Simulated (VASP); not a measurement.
Consider the following.

```xyz
2
Lattice="0.0000 2.6750 2.6750 2.6750 0.0000 2.6750 2.6750 2.6750 0.0000" Properties=species:S:1:pos:R:3 pbc="T T T"
K      0.0000     0.0000     0.0000
F      2.6750     2.6750     2.6750
```

Method: MS2 meta-GGA, VASP's PBE PAW potentials (set 64) (plane waves; VASP). Run with 520 eV cut-off, 10×10×10 Γ-centred mesh, tetrahedra with Blöchl corrections, potentials K_sv F.

Task: What does the run give for the energy per atom (σ→0), band gap (over mesh and band path) with the smallest direct gap where there is one?

Result: 
The band gap (over mesh and band path) is 6.54 eV. The smallest direct gap (over mesh and band path) is 6.54 eV. The energy per atom (σ→0) is -8.079 eV/atom.

Only differences to runs with the same potentials and settings are physical.

The compound is KF in the rock salt structure. The cell was not relaxed at this level.
